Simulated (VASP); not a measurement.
VASP runs on SbAs (a trial cell in the rocksalt structure, space group Fm-3m) share one base input (PBE GGA, plane waves, VASP's PBE PAW potentials (set 64)) and change the settings named in each case.

File KPOINTS:
```
Regular mesh
0
G
7 7 7
```

INCAR:
```
# general
SYSTEM  = SbAs
PREC    = Accurate
ENCUT   = 400   # plane-wave cut-off (eV)
LREAL   = F   # projection in real space or not
LASPH   = T

# electronic loop
EDIFF   = 1E-6   # SCF stop (eV)
NELM    = 100
ALGO    = Normal   # blocked Davidson
LMAXMIX = 4   # l cut-off of mixed one-centre charges

# smearing
ISMEAR  = 0   # Gaussian
SIGMA   = 0.05

# functional
GGA     = PE   # PBE

# ions
ISIF    = 2

# output
LWAVE   = F
LCHARG  = F
```

**POSCAR**
```
SbAs
1
    0.0000000000     2.8116880000     2.8116880000
    2.8116880000     0.0000000000     2.8116880000
    2.8116880000     2.8116880000     0.0000000000
As Sb
1 1
Direct
  0.0000000000   0.0000000000   0.0000000000
  0.5000000000   0.5000000000   0.5000000000
```

POTCAR, in this order: As Sb (PBE.64 set). Program: vasp_std.

```tsv
change	irreducible k-points
base run	20
ISYM = -1	343
ISYM = 0	172
ISYM = 1	20
SYMPREC = 1E-3	20
```
 Unless said otherwise, spin-orbit coupling is left out, though it shifts the bands of the heavy elements here.

Left out are runs that ran out of time, are held back, or changed the cell or the kind of run, fixed moments of cells without a moment, rows past the twelfth, gaps on odd meshes, pressures of charged cells and columns that move by less than the noise.

The structure was generated: SbAs was put into the rocksalt type (Fm-3m), which need not be its known phase. The cell was not relaxed at this level.
